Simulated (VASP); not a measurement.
Output of a VASP run:

OSZICAR:
```
       N       E                     dE             d eps       ncg     rms          rms(c)
DAV:   1     0.299882930712E+03    0.29988E+03   -0.13121E+04  1080   0.117E+03
DAV:   2     0.112251833922E+02   -0.28866E+03   -0.28454E+03  1132   0.396E+02
DAV:   3    -0.251358224871E+02   -0.36361E+02   -0.36017E+02  1896   0.120E+02
DAV:   4    -0.280454108248E+02   -0.29096E+01   -0.28671E+01  1484   0.296E+01
DAV:   5    -0.282558298651E+02   -0.21042E+00   -0.20902E+00  1552   0.702E+00    0.142E+01
DAV:   6    -0.263104946744E+02    0.19453E+01   -0.29386E+01  1382   0.378E+01    0.629E+00
DAV:   7    -0.259259159274E+02    0.38458E+00   -0.50617E+00  1376   0.167E+01    0.354E+00
DAV:   8    -0.258958262972E+02    0.30090E-01   -0.22450E-01  1488   0.280E+00    0.779E-01
DAV:   9    -0.258954517020E+02    0.37460E-03   -0.10783E-02  1514   0.740E-01    0.350E-01
DAV:  10    -0.258955091697E+02   -0.57468E-04   -0.44085E-03  1522   0.466E-01    0.137E-01
DAV:  11    -0.258953773850E+02    0.13178E-03   -0.10844E-03  1440   0.239E-01    0.412E-02
DAV:  12    -0.258953788405E+02   -0.14554E-05   -0.29870E-05  1428   0.358E-02    0.531E-03
DAV:  13    -0.258953786987E+02    0.14177E-06   -0.18751E-06   898   0.610E-03
   1 F= -.25895379E+02 E0= -.25802916E+02  d E =-.184925E+00
```

OUTCAR:
```
------------------------ aborting loop because EDIFF is reached ----------------------------------------
  FORCE on cell =-STRESS in cart. coord.  units (eV):
  Direction    XX          YY          ZZ          XY          YZ          ZX
  --------------------------------------------------------------------------------------
  Total       -2.5854462     -2.5854454      5.8158465     -0.0000000     -0.0000000      0.0000000
  in kB      -48.7106044    -48.7105901    109.5723429     -0.0000000     -0.0000000      0.0000000
  external PRESSURE =       4.0503828 kB  Pullay stress =       0.0000000 kB
  volume of cell :       85.04
      direct lattice vectors                 reciprocal lattice vectors
     3.913268000  0.000000000  0.000000000     0.255540893  0.147536625  0.000000000
    -1.956634000  3.388989000  0.000000000     0.000000000  0.295073250  0.000000000
     0.000000000  0.000000000  6.412285000     0.000000000  0.000000000  0.155950648
 POSITION                                       TOTAL-FORCE (eV/Angst)
 -----------------------------------------------------------------------------------
      0.00000      0.00000      0.00000        -0.000000      0.000000      0.000000
      0.00000      0.00000      3.20614        -0.000000      0.000000      0.000000
     -0.00000      2.25933      1.60307         0.000000      0.000000     -0.000000
      1.95664      1.12966      4.80921        -0.000000     -0.000000      0.000000
 -----------------------------------------------------------------------------------
    total drift:                                0.000000     -0.000000      0.000000
  FREE ENERGIE OF THE ION-ELECTRON SYSTEM (eV)
  ---------------------------------------------------
  free  energy   TOTEN  =       -25.8953786987 eV

  energy  without entropy=      -25.7104539927  energy(sigma->0) =      -25.80291635
```
(Selected blocks of OUTCAR.)

File POSCAR:
```
TiTe
1
    3.9132680000     0.0000000000     0.0000000000
   -1.9566340000     3.3889890000     0.0000000000
    0.0000000000     0.0000000000     6.4122850000
Te Ti
2 2
Direct
  0.0000000000   0.0000000000   0.0000000000
  0.0000000000   0.0000000000   0.5000000000
  0.3333330000   0.6666670000   0.2500000000
  0.6666670000   0.3333330000   0.7500000000
```

Problem. Write an INCAR and KPOINTS that could have produced this output.

Solution. Several could match; the one computed here: the input of the run itself, LDA (Ceperley-Alder, Perdew-Zunger), plane waves, VASP's LDA PAW potentials (set 64).

### INCAR
```
ENCUT  =  300
ISMEAR  =  -1
NELM  =  100
LREAL  =  F   # projection in real space or not
SIGMA  =  0.1
LWAVE  =  F
LCHARG  =  F
PREC  =  Accurate
LASPH  =  T   # aspherical one-centre terms
ALGO  =  Normal   # blocked Davidson
SYSTEM  =  TiTe
EDIFF  =  1E-6   # SCF stop (eV)
LMAXMIX  =  4   # l cut-off of mixed one-centre charges
ISIF  =  2
```

File KPOINTS:
```
Automatic mesh
0
Gamma
7 7 4
0 0 0
```

POTCAR, in this order: Te Ti_sv (LDA.64 set). Program: vasp_std.

At this cut-off the stress carries a Pulay error, which pulls relaxed volumes low.

The structure comes from a measured TiTe entry of the Crystallography Open Database, whose conditions weren't checked. The cell was not relaxed at this level. VASP warned that the highest band is occupied, so more bands are needed.
